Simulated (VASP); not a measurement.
Method: PBEsol GGA, VASP's PBE PAW potentials (set 64) (plane waves; VASP 6.6.1).

VASP input:

**INCAR**
```
! general
SYSTEM  = TiAl3
PREC    = Accurate
ENCUT   = 300
LREAL   = F   ! projection in real space or not
LASPH   = T

! electronic loop
EDIFF   = 1E-6   ! SCF stop (eV)
NELM    = 100   ! most electronic steps
ALGO    = Normal
LMAXMIX = 4

! smearing
ISMEAR  = 1   ! Methfessel-Paxton
SIGMA   = 0.1   ! width (eV)

! functional
GGA     = PS   ! PBEsol

! ions
ISIF    = 2   ! forces and stress, cell fixed

! output
LWAVE   = F
LCHARG  = F
```

POSCAR:
```
TiAl3
1
   -1.9076650000     1.9076650000     4.2729650000
    1.9076650000    -1.9076650000     4.2729650000
    1.9076650000     1.9076650000    -4.2729650000
Ti Al
1 3
Direct
  0.0000000000   0.0000000000   0.0000000000
  0.5000000000   0.5000000000   0.0000000000
  0.7500000000   0.2500000000   0.5000000000
  0.2500000000   0.7500000000   0.5000000000
```

**KPOINTS**
```
Automatic mesh
0
Gamma
12 12 12
0 0 0
```

POTCAR, in this order: Ti_sv Al (PBE.64 set). Program: vasp_std.

The run wrote:

OSZICAR:
```
       N       E                     dE             d eps       ncg     rms          rms(c)
DAV:   1     0.808716145598E+02    0.80872E+02   -0.70666E+03  4618   0.953E+02
DAV:   2    -0.176872700534E+02   -0.98559E+02   -0.97247E+02  4804   0.273E+02
DAV:   3    -0.241868525920E+02   -0.64996E+01   -0.62690E+01  7174   0.633E+01
DAV:   4    -0.243107648421E+02   -0.12391E+00   -0.12370E+00  5618   0.932E+00
DAV:   5    -0.243147743504E+02   -0.40095E-02   -0.40093E-02  7344   0.153E+00    0.114E+01
DAV:   6    -0.229831698662E+02    0.13316E+01   -0.30023E+01  6816   0.443E+01    0.659E+00
DAV:   7    -0.223001589149E+02    0.68301E+00   -0.97111E+00  5884   0.238E+01    0.307E+00
DAV:   8    -0.222513942352E+02    0.48765E-01   -0.13424E+00  6116   0.101E+01    0.153E+00
DAV:   9    -0.222118954688E+02    0.39499E-01   -0.39056E-01  6242   0.515E+00    0.217E-01
DAV:  10    -0.222127964786E+02   -0.90101E-03   -0.67081E-03  5836   0.707E-01    0.266E-01
DAV:  11    -0.222113824809E+02    0.14140E-02   -0.81374E-03  6464   0.690E-01    0.490E-02
DAV:  12    -0.222113868089E+02   -0.43279E-05   -0.10472E-04  5792   0.805E-02    0.210E-02
DAV:  13    -0.222113844675E+02    0.23414E-05   -0.18190E-05  6772   0.386E-02    0.306E-03
DAV:  14    -0.222113844772E+02   -0.96659E-08   -0.38023E-07  3524   0.560E-03
   1 F= -.22211384E+02 E0= -.22211347E+02  d E =-.112714E-03
```

File OUTCAR:
```
------------------------ aborting loop because EDIFF is reached ----------------------------------------
  FORCE on cell =-STRESS in cart. coord.  units (eV):
  Direction    XX          YY          ZZ          XY          YZ          ZX
  --------------------------------------------------------------------------------------
  Total       -0.0000895     -0.0000895      0.0646801      0.0000000     -0.0000000      0.0000000
  in kB       -0.0023052     -0.0023052      1.6660484      0.0000000     -0.0000000      0.0000000
  external PRESSURE =       0.5538127 kB  Pullay stress =       0.0000000 kB
  volume of cell :       62.20
      direct lattice vectors                 reciprocal lattice vectors
    -1.907665000  1.907665000  4.272965000     0.000000000  0.262100526  0.117014766
     1.907665000 -1.907665000  4.272965000     0.262100526  0.000000000  0.117014766
     1.907665000  1.907665000 -4.272965000     0.262100526  0.262100526  0.000000000
 POSITION                                       TOTAL-FORCE (eV/Angst)
 -----------------------------------------------------------------------------------
      0.00000      0.00000      0.00000         0.000000      0.000000     -0.000000
      0.00000      0.00000      4.27297         0.000000      0.000000     -0.000000
     -0.00000      1.90767      2.13648         0.000000      0.000000      0.000000
      1.90767     -0.00000      2.13648        -0.000000     -0.000000      0.000000
 -----------------------------------------------------------------------------------
    total drift:                               -0.000000      0.000000      0.000000
  FREE ENERGIE OF THE ION-ELECTRON SYSTEM (eV)
  ---------------------------------------------------
  free  energy   TOTEN  =       -22.2113844772 eV

  energy  without entropy=      -22.2112717628  energy(sigma->0) =      -22.21134691
```
(Selected blocks of OUTCAR.)

At this cut-off the stress carries a Pulay error, which pulls relaxed volumes low.

The structure comes from a computed database's TiAl3 entry; how it stands against other phases isn't given here. The cell was not relaxed at this level. The run is one of a series of settings (SIGMA = 0.1 against the base run), some of them coarse on purpose. The electron count is odd and the run is not spin-polarised, which forces a metal.
